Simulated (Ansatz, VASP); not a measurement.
# Cross-check of PbSe (Clausthalite) between VASP and Ansatz

Wanted: the spread between two codes on one cell, functional and k mesh. The cell is taken from a series of runs on this material, whose earlier steps may have relaxed, scaled, displaced or heated it; both programs get it as it stands.

Method: plane waves, with VASP 6.6.1 beside it; zone-centre phonons at PBE, in Ansatz 0.2.0.

## Step 1: The starting structure

It takes space group Fm-3m (No. 225, cubic). Conventional cell: a = 6.259 Å, b = 6.259 Å, c = 6.259 Å, α = 90.00°, β = 90.00°, γ = 90.00°. Nearest to Se lie 6 Pb at 3.13 Å. Pb has 6 Se at 3.13 Å nearest. Farther neighbours and most contacts between anions are not listed.

As a file:

```xyz
2
Lattice="0.0000 3.1295 3.1295 3.1295 0.0000 3.1295 3.1295 3.1295 0.0000" Properties=species:S:1:pos:R:3 pbc="T T T"
Se    3.1295    3.1295    3.1295
Pb    0.0000    0.0000    0.0000
```

## Step 2: VASP: zone-centre phonons, PBE

Second derivatives magnify differences that forces hide, and they need a tight electronic threshold.

Lines of VASP's logs that name or quote its potential files are left out, and so is its time.

INCAR

```
SYSTEM = PbSe
PREC = Accurate
ENCUT = 500
EDIFF = 1E-08
NELM = 120
ISMEAR = 0
SIGMA = 0.01
LREAL = .FALSE.
ALGO = Normal
GGA = PE
NBANDS = 16
LORBIT = 11
LWAVE = .FALSE.
LCHARG = .FALSE.
ISIF = 2
IBRION = 8
LEPSILON = .TRUE.
LASPH = .TRUE.
GGA_COMPAT = .FALSE.
EFERMI = MIDGAP
KPAR = 2
```

POSCAR

```
PbSe
1.0
    0.0000000000      3.1294881844      3.1294881844
    3.1294881844      0.0000000000      3.1294881844
    3.1294881844      3.1294881844      0.0000000000
Se Pb
1 1
Direct
    0.5000000000      0.5000000000      0.5000000000
    0.0000000000      0.0000000000      0.0000000000
```

KPOINTS

```
Automatic mesh
0
Gamma
16 16 16
0 0 0
```

The projector-augmented-wave data sets are Se and Pb_d (PBE family, release 64).

The run is started by

```
$ mpirun -np 2 vasp_std
```

Numbers of over 12 decimals in the logs are rounded to 6 here.

Output:

```text
[banner, memory and clock lines left out]
running    2 mpi-ranks, on    1 nodes
 distrk:  each k-point on    1 cores,    2 groups
 distr:  one band on    1 cores,    1 groups

 POSCAR found type information on POSCAR SePb
 POSCAR found :  2 types and       2 ions
 LDA part: xc-table for (Slater+PW92), standard interpolation
 POSCAR, INCAR and KPOINTS ok, starting setup
 FFT: planning ... GRIDC
 FFT: planning ... GRID_SOFT
 FFT: planning ... GRID
 WAVECAR not read
 entering main loop
       N       E                     dE             d eps       ncg     rms          rms(c)
DAV:   1     0.154214935613E+03    0.15421E+03   -0.93314E+03  4640   0.121E+03
DAV:   2     0.247254500860E+01   -0.15174E+03   -0.14719E+03  5048   0.316E+02
DAV:   3    -0.828774997303E+01   -0.10760E+02   -0.10716E+02  5928   0.877E+01
DAV:   4    -0.852372217452E+01   -0.23597E+00   -0.23590E+00  5720   0.158E+01
DAV:   5    -0.853264118133E+01   -0.89190E-02   -0.89188E-02  6768   0.277E+00    0.270E+00
DAV:   6    -0.819554007975E+01    0.33710E+00   -0.91210E-01  6944   0.630E+00    0.144E+00
DAV:   7    -0.819152241460E+01    0.40177E-02   -0.12807E-01  5824   0.173E+00    0.831E-01
DAV:   8    -0.819534454591E+01   -0.38221E-02   -0.15279E-02  5720   0.135E+00    0.196E-01
DAV:   9    -0.819475506959E+01    0.58948E-03   -0.30419E-03  7248   0.509E-01    0.661E-02
DAV:  10    -0.819486185335E+01   -0.10678E-03   -0.24382E-04  5552   0.105E-01    0.210E-02
DAV:  11    -0.819486961655E+01   -0.77632E-05   -0.49530E-05  6376   0.765E-02    0.756E-03
DAV:  12    -0.819486973356E+01   -0.11701E-06   -0.27268E-06  5920   0.115E-02    0.134E-03
DAV:  13    -0.819486980368E+01   -0.70121E-07   -0.21929E-07  6136   0.406E-03    0.858E-04
DAV:  14    -0.819486985689E+01   -0.53211E-07   -0.44796E-08  5584   0.114E-03    0.953E-05
DAV:  15    -0.819486986581E+01   -0.89174E-08   -0.10356E-09  4800   0.281E-04
   1 F= -.81948699E+01 E0= -.81948699E+01  d E =0.000000E+00
 Linear response reoptimize wavefunctions to high precision
DAV:   1    -0.819486987201E+01   -0.62021E-08   -0.19489E-10  3960   0.144E-04
DAV:   2    -0.819486987206E+01   -0.49340E-10   -0.28210E-11  3520   0.584E-05
 Linear response G [H, r] |phi>, progress :
  Direction:   1
       N       E                     dE             d eps       ncg     rms
RMM:   1    -0.783165123016E+02   -0.78317E+02    0.19274E+02  6777   0.118E+02
RMM:   2    -0.757268165384E+02    0.25897E+01   -0.17164E+01  8245   0.252E+01
RMM:   3    -0.759501054498E+02   -0.22329E+00   -0.96073E-01  8553   0.901E+00
RMM:   4    -0.760083152749E+02   -0.58210E-01   -0.33313E-01  8474   0.386E+00
RMM:   5    -0.760088536551E+02   -0.53838E-03   -0.41082E-02  8477   0.119E+00
RMM:   6    -0.760089202042E+02   -0.66549E-04   -0.48595E-03  8685   0.460E-01
RMM:   7    -0.760090488490E+02   -0.12864E-03   -0.13164E-03  8729   0.183E-01
RMM:   8    -0.760090082755E+02    0.40573E-04   -0.30061E-05  8912   0.666E-02
RMM:   9    -0.760090229683E+02   -0.14693E-04   -0.77559E-05  9033   0.283E-02
RMM:  10    -0.760090118437E+02    0.11125E-04    0.55503E-05  8958   0.127E-02
RMM:  11    -0.760090226927E+02   -0.10849E-04   -0.52964E-05  8085   0.649E-03
RMM:  12    -0.760090195663E+02    0.31264E-05   -0.24816E-05  7591   0.416E-03
RMM:  13    -0.760090192937E+02    0.27263E-06   -0.23232E-05  7248   0.314E-03
RMM:  14    -0.760090196262E+02   -0.33248E-06   -0.41146E-05  7047   0.269E-03
RMM:  15    -0.760090193026E+02    0.32357E-06   -0.89702E-06  6794   0.250E-03
RMM:  16    -0.760090191508E+02    0.15184E-06   -0.51616E-05  6547   0.240E-03
RMM:  17    -0.760090208719E+02   -0.17211E-05   -0.13236E-05  6374   0.236E-03
RMM:  18    -0.760090198055E+02    0.10664E-05   -0.23611E-05  6222   0.232E-03
 Linear response G [H, r] |phi>, progress :
  Direction:   2
       N       E                     dE             d eps       ncg     rms
RMM:   1    -0.827378333750E+02   -0.82738E+02    0.11829E+02  6850   0.116E+02
RMM:   2    -0.950515365005E+02   -0.12314E+02   -0.16251E+01  8182   0.251E+01
RMM:   3    -0.952346898699E+02   -0.18315E+00   -0.82689E-01  8520   0.932E+00
RMM:   4    -0.953047658430E+02   -0.70076E-01   -0.29097E-01  8554   0.364E+00
RMM:   5    -0.953074022253E+02   -0.26364E-02   -0.26849E-02  8465   0.111E+00
RMM:   6    -0.953072852813E+02    0.11694E-03   -0.43288E-03  8850   0.459E-01
RMM:   7    -0.953074329087E+02   -0.14763E-03   -0.12580E-03  8774   0.185E-01
RMM:   8    -0.953073886646E+02    0.44244E-04   -0.32632E-05  9046   0.672E-02
RMM:   9    -0.953074037939E+02   -0.15129E-04   -0.78320E-05  9157   0.279E-02
RMM:  10    -0.953073919955E+02    0.11798E-04    0.68975E-05  9031   0.120E-02
RMM:  11    -0.953074028801E+02   -0.10885E-04   -0.36067E-05  8157   0.594E-03
RMM:  12    -0.953074009892E+02    0.18909E-05   -0.45220E-05  7766   0.369E-03
RMM:  13    -0.953074004363E+02    0.55291E-06   -0.12944E-05  7364   0.275E-03
[...]
Direction:   2
       N       E                     dE             d eps       ncg     rms          rms(c)
RMM:   1    -0.474160723140E+01   -0.47416E+01   -0.31355E+01  7702   0.601E+00
RMM:   2    -0.519236397466E+01   -0.45076E+00   -0.12277E-01  8285   0.186E+00
RMM:   3    -0.519919420995E+01   -0.68302E-02   -0.12942E-02  8802   0.668E-01
[...]
RMM:  13    -0.337871551816E+01   -0.86643E-06   -0.16148E-07 16051   0.239E-04    0.160E-05
RMM:  14    -0.337871656107E+01   -0.10429E-05    0.34433E-08 10930   0.121E-04    0.428E-06
 change of polarisation eV/A/(eV/A) component  1 :     6.275     0.684     0.392
 dielectric tensor                  component  1 :    19.523     2.021     1.158
 Linear response to external field, progress :
  Direction:   2
       N       E                     dE             d eps       ncg     rms          rms(c)
RMM:   1    -0.291641506331E+01   -0.29164E+01   -0.18752E+01 18851   0.509E+00
RMM:   2    -0.323554520660E+01   -0.31913E+00   -0.81419E-02 20201   0.152E+00    0.237E+00
RMM:   3    -0.318712060251E+01    0.48425E-01   -0.77839E-02 18247   0.193E+00    0.132E+00
RMM:   4    -0.331617735609E+01   -0.12906E+00   -0.10703E-01 19825   0.205E+00    0.283E-01
RMM:   5    -0.336970496585E+01   -0.53528E-01   -0.72095E-03 20284   0.637E-01    0.635E-02
RMM:   6    -0.337440180510E+01   -0.46968E-02   -0.55964E-04 21110   0.170E-01    0.392E-02
RMM:   7    -0.337862051533E+01   -0.42187E-02   -0.15035E-04 19899   0.784E-02    0.762E-03
RMM:   8    -0.337880253711E+01   -0.18202E-03   -0.20650E-05 20714   0.293E-02    0.367E-03
RMM:   9    -0.337868627556E+01    0.11626E-03   -0.30278E-06 20365   0.103E-02    0.660E-04
RMM:  10    -0.337870883947E+01   -0.22564E-04   -0.62566E-07 21520   0.432E-03    0.228E-04
RMM:  11    -0.337872199292E+01   -0.13153E-04   -0.23074E-07 19898   0.151E-03    0.113E-04
RMM:  12    -0.337871544605E+01    0.65469E-05    0.11393E-08 21036   0.634E-04    0.493E-05
RMM:  13    -0.337871584138E+01   -0.39533E-06   -0.50462E-08 15947   0.242E-04    0.148E-05
RMM:  14    -0.337871702208E+01   -0.11807E-05    0.70678E-08 11105   0.123E-04    0.259E-06
 change of polarisation eV/A/(eV/A) component  2 :     0.221     6.275     0.012
 dielectric tensor                  component  2 :     0.652    19.523     0.035
 Linear response to external field, progress :
  Direction:   3
       N       E                     dE             d eps       ncg     rms          rms(c)
RMM:   1    -0.291641532089E+01   -0.29164E+01   -0.18752E+01 18849   0.509E+00
RMM:   2    -0.323554495858E+01   -0.31913E+00   -0.81420E-02 20201   0.152E+00    0.237E+00
RMM:   3    -0.318711836555E+01    0.48427E-01   -0.77826E-02 18244   0.193E+00    0.132E+00
RMM:   4    -0.331617616449E+01   -0.12906E+00   -0.10702E-01 19821   0.205E+00    0.283E-01
RMM:   5    -0.336969786114E+01   -0.53522E-01   -0.72080E-03 20285   0.637E-01    0.635E-02
RMM:   6    -0.337440316029E+01   -0.47053E-02   -0.55996E-04 21110   0.170E-01    0.392E-02
RMM:   7    -0.337862048518E+01   -0.42173E-02   -0.15043E-04 19900   0.784E-02    0.763E-03
RMM:   8    -0.337880275677E+01   -0.18227E-03   -0.20697E-05 20710   0.293E-02    0.367E-03
RMM:   9    -0.337868584671E+01    0.11691E-03   -0.30656E-06 20379   0.103E-02    0.659E-04
RMM:  10    -0.337870852071E+01   -0.22674E-04   -0.48003E-07 21514   0.432E-03    0.229E-04
RMM:  11    -0.337872170223E+01   -0.13182E-04    0.47192E-08 19919   0.151E-03    0.113E-04
RMM:  12    -0.337871510842E+01    0.65938E-05   -0.36334E-08 21015   0.638E-04    0.493E-05
RMM:  13    -0.337871553514E+01   -0.42672E-06    0.15084E-08 15948   0.242E-04    0.149E-05
RMM:  14    -0.337871671777E+01   -0.11826E-05    0.11175E-08 11092   0.123E-04    0.257E-06
 change of polarisation eV/A/(eV/A) component  3 :    -0.157     0.206     6.275
 dielectric tensor                  component  3 :    -0.462     0.609    19.523
 Linear response DOF=           2
 Linear response progress:
  Degree of freedom:   1/  2
       N       E                     dE             d eps       ncg     rms          rms(c)
RMM:   1    -0.849933595891E-01   -0.84993E-01    0.83808E-02 23275   0.119E+00
RMM:   2    -0.845002625693E-01    0.49310E-03   -0.13594E-03 18996   0.307E-01    0.707E-02
RMM:   3    -0.849585270060E-01   -0.45826E-03   -0.37697E-04 20621   0.133E-01    0.309E-02
RMM:   4    -0.854121178643E-01   -0.45359E-03   -0.72662E-05 20015   0.532E-02    0.884E-03
RMM:   5    -0.854887961099E-01   -0.76678E-04   -0.88072E-06 20980   0.231E-02    0.518E-03
RMM:   6    -0.854803591790E-01    0.84369E-05   -0.15017E-06 19548   0.814E-03    0.143E-03
RMM:   7    -0.854829358150E-01   -0.25766E-05   -0.13951E-07 21056   0.267E-03    0.567E-04
RMM:   8    -0.854803895598E-01    0.25463E-05   -0.22674E-08 19748   0.103E-03    0.656E-05
RMM:   9    -0.854804615247E-01   -0.71965E-07   -0.36415E-09 21238   0.443E-04    0.682E-05
RMM:  10    -0.854805747389E-01   -0.11321E-06   -0.54093E-11 21633   0.174E-04    0.122E-05
RMM:  11    -0.854805953524E-01   -0.20614E-07    0.85724E-10 20768   0.699E-05    0.428E-06
RMM:  12    -0.854805913764E-01    0.39760E-08    0.10276E-09 20895   0.310E-05    0.250E-06
 first order change of Fermi-energy   0.56301E-03
 force on displaced ion       1 direction 1 :  -0.028   0.000   0.000
 Born effective charge ion    1 direction 1 :  -4.798   0.000   0.000
 Linear response progress:
  Degree of freedom:   2/  2
       N       E                     dE             d eps       ncg     rms          rms(c)
RMM:   1    -0.333235267841E+00   -0.33324E+00   -0.24818E-01 15435   0.500E+00
RMM:   2    -0.334886962501E+00   -0.16517E-02   -0.73270E-03 17696   0.812E-01    0.395E-02
RMM:   3    -0.334664898308E+00    0.22206E-03   -0.72696E-04 19853   0.218E-01    0.238E-02
RMM:   4    -0.334177346081E+00    0.48755E-03   -0.59220E-05 19060   0.695E-02    0.317E-03
RMM:   5    -0.334191315128E+00   -0.13969E-04   -0.81153E-06 19913   0.232E-02    0.204E-03
RMM:   6    -0.334209170287E+00   -0.17855E-04   -0.16112E-06 19693   0.914E-03    0.568E-04
RMM:   7    -0.334212037350E+00   -0.28671E-05   -0.25151E-07 20127   0.326E-03    0.228E-04
RMM:   8    -0.334214144789E+00   -0.21074E-05   -0.59354E-08 20046   0.133E-03    0.427E-05
RMM:   9    -0.334214338715E+00   -0.19393E-06   -0.22011E-08 19837   0.563E-04    0.207E-05
RMM:  10    -0.334214022032E+00    0.31668E-06   -0.72820E-09 20119   0.251E-04    0.799E-06
RMM:  11    -0.334214164048E+00   -0.14202E-06   -0.50297E-09 20243   0.127E-04    0.299E-06
RMM:  12    -0.334214156721E+00    0.73274E-08    0.22188E-09 20370   0.746E-05    0.176E-06
 first order change of Fermi-energy  -0.52017E-04
 force on displaced ion       2 direction 1 :  -0.045   0.000   0.000
 Born effective charge ion    2 direction 1 :   4.799   0.000   0.000
 Born effective charges drift removed
 Linear response finished
```

OUTCAR, selected parts (step 2):

```text
ion  position               nearest neighbor table
   1  0.500  0.500  0.500-   2 3.13   2 3.13   2 3.13   2 3.13   2 3.13   2 3.13
   2  0.000  0.000  0.000-   1 3.13   1 3.13   1 3.13   1 3.13   1 3.13   1 3.13

  LATTYP: Found a face centered cubic cell.
 ALAT       =     6.2589763688

 Subroutine GETGRP returns: Found 48 space group operations
 (whereof 48 operations were pure point group operations)

The static configuration has the point symmetry O_h .

 Found    145 irreducible k-points:

   k-points           NKPTS =    145   k-points in BZ     NKDIM =    145   number of bands    NBANDS=     16

   dimension x,y,z NGX =    32 NGY =   32 NGZ =   32
   dimension x,y,z NGXF=    64 NGYF=   64 NGZF=   64

   ENCUT  =  500.0 eV  36.75 Ry    6.06 a.u.   8.07  8.07  8.07*2*pi/ulx,y,z

   NELECT =      20.0000    total number of electrons

 k-points in reciprocal lattice and weights: Automatic mesh
   0.00000000  0.00000000  0.00000000       0.000
   0.06250000  0.00000000  0.00000000       0.002
   0.12500000  0.00000000  0.00000000       0.002
   0.18750000  0.00000000  0.00000000       0.002
   0.25000000  0.00000000  0.00000000       0.002
   0.31250000  0.00000000  0.00000000       0.002
   0.37500000  0.00000000  0.00000000       0.002
   0.43750000  0.00000000  0.00000000       0.002
   0.50000000  0.00000000  0.00000000       0.001
[...]
-0.31250000  0.50000000  0.18750000       0.003
  -0.25000000  0.50000000  0.25000000       0.001

 average (electrostatic) potential at core
       1 -53.4252       2 -93.0420

  Total       -0.3415076     -0.3415076     -0.3415076      0.0000000     -0.0000000      0.0000000
  in kB       -8.9260855     -8.9260855     -8.9260855      0.0000000     -0.0000000      0.0000000
  external PRESSURE =      -8.9260855 kB  Pullay stress =       0.0000000 kB

  energy-cutoff  :      500.00
  volume of cell :       61.30
      direct lattice vectors                 reciprocal lattice vectors
     0.000000000  3.129488184  3.129488184    -0.159770535  0.159770535  0.159770535
     3.129488184  0.000000000  3.129488184     0.159770535 -0.159770535  0.159770535
     3.129488184  3.129488184  0.000000000     0.159770535  0.159770535 -0.159770535

 POSITION                                       TOTAL-FORCE (eV/Angst)
 -----------------------------------------------------------------------------------
      3.12949      3.12949      3.12949        -0.000000      0.000000     -0.000000
      0.00000      0.00000      0.00000         0.000000     -0.000000      0.000000
 -----------------------------------------------------------------------------------
    total drift:                                0.000000     -0.000000     -0.000000

 MACROSCOPIC STATIC DIELECTRIC TENSOR (including local field effects in DFT)
 ------------------------------------------------------
          19.523404     0.000000    -0.000000
           0.000000    19.523404    -0.000000
           0.000000     0.000000    19.523404
 ------------------------------------------------------

 PIEZOELECTRIC TENSOR (including local field effects)  for field in x, y, z        (C/m^2)
          XX          YY          ZZ          XY          YZ          ZX
  --------------------------------------------------------------------------------
  x     0.00000     0.00000     0.00000     0.00000     0.00000     0.00000
  y     0.00000     0.00000     0.00000     0.00000     0.00000     0.00000
  z     0.00000     0.00000     0.00000     0.00000     0.00000     0.00000

 BORN EFFECTIVE CHARGES (including local field effects) (in |e|, cummulative output)
 ---------------------------------------------------------------------------------
 ion    1
    1    -4.79848     0.00000     0.00000
    2     0.00000    -4.79848     0.00000
    3     0.00000     0.00000    -4.79848
 ion    2
    1     4.79848     0.00000     0.00000
    2     0.00000     4.79848     0.00000
    3     0.00000     0.00000     4.79848

 Eigenvectors and eigenvalues of the dynamical matrix
 ----------------------------------------------------

   1 f  =    0.376248 THz     2.364036 2PiTHz   12.550284 cm-1     1.556036 meV
             X         Y         Z           dx          dy          dz
      3.129488  3.129488  3.129488     0.000000    0.788160    0.000000
      0.000000  0.000000  0.000000     0.000000   -0.615471    0.000000

   2 f  =    0.376248 THz     2.364036 2PiTHz   12.550284 cm-1     1.556036 meV
             X         Y         Z           dx          dy          dz
      3.129488  3.129488  3.129488     0.788160    0.000000    0.000000
      0.000000  0.000000  0.000000    -0.615471    0.000000    0.000000

   3 f  =    0.376248 THz     2.364036 2PiTHz   12.550284 cm-1     1.556036 meV
             X         Y         Z           dx          dy          dz
      3.129488  3.129488  3.129488     0.000000    0.000000    0.788160
      0.000000  0.000000  0.000000     0.000000    0.000000   -0.615471

   4 f/i=    0.041527 THz     0.260924 2PiTHz    1.385203 cm-1     0.171743 meV
             X         Y         Z           dx          dy          dz
      3.129488  3.129488  3.129488    -0.615471    0.000000    0.000000
      0.000000  0.000000  0.000000    -0.788160    0.000000    0.000000

   5 f/i=    0.041527 THz     0.260924 2PiTHz    1.385203 cm-1     0.171743 meV
             X         Y         Z           dx          dy          dz
      3.129488  3.129488  3.129488     0.000000   -0.615471    0.000000
      0.000000  0.000000  0.000000     0.000000   -0.788160    0.000000

   6 f/i=    0.041527 THz     0.260924 2PiTHz    1.385203 cm-1     0.171743 meV
             X         Y         Z           dx          dy          dz
      3.129488  3.129488  3.129488     0.000000    0.000000   -0.615471
      0.000000  0.000000  0.000000     0.000000    0.000000   -0.788160

 MACROSCOPIC STATIC DIELECTRIC TENSOR IONIC CONTRIBUTION
 ------------------------------------------------------
        1823.025620     0.000000     0.000000
           0.000000  1823.025620     0.000000
           0.000000     0.000000  1823.025620
 ------------------------------------------------------

 ELASTIC MODULI CONTR FROM IONIC RELAXATION (kBar)
 Direction    XX          YY          ZZ          XY          YZ          ZX
 --------------------------------------------------------------------------------
 XX           0.0000      0.0000      0.0000      0.0000      0.0000      0.0000
 YY           0.0000      0.0000      0.0000      0.0000      0.0000      0.0000
 ZZ           0.0000      0.0000      0.0000      0.0000      0.0000      0.0000
 XY           0.0000      0.0000      0.0000      0.0000      0.0000      0.0000
 YZ           0.0000      0.0000      0.0000      0.0000      0.0000      0.0000
 ZX           0.0000      0.0000      0.0000      0.0000      0.0000      0.0000
 --------------------------------------------------------------------------------

 PIEZOELECTRIC TENSOR IONIC CONTR  for field in x, y, z        (C/m^2)
          XX          YY          ZZ          XY          YZ          ZX
  --------------------------------------------------------------------------------
  x     0.00000     0.00000     0.00000     0.00000     0.00000     0.00000
  y     0.00000     0.00000     0.00000     0.00000     0.00000     0.00000
  z     0.00000     0.00000     0.00000     0.00000     0.00000     0.00000
```

With a direct gap this small, the dielectric response converges slowly with the mesh, so tensor and charges are uncertain; a mesh that holds the point of the least gap tends to give too large a tensor.

(Continued in part 2 of 2.)

[Lines on the potential files, build, host, timing and source positions are cut from VASP's logs without a mark.]

[Logs are printed without paths, hosts, clocks, repeated set-up lines and the standing remarks that a program may print on its own settings, such as how far it seeks lower states.]

[Hosts, paths, dates, database ids (printed as entryN), source tags and the programs' standing remarks are cut or masked in the printed files.]
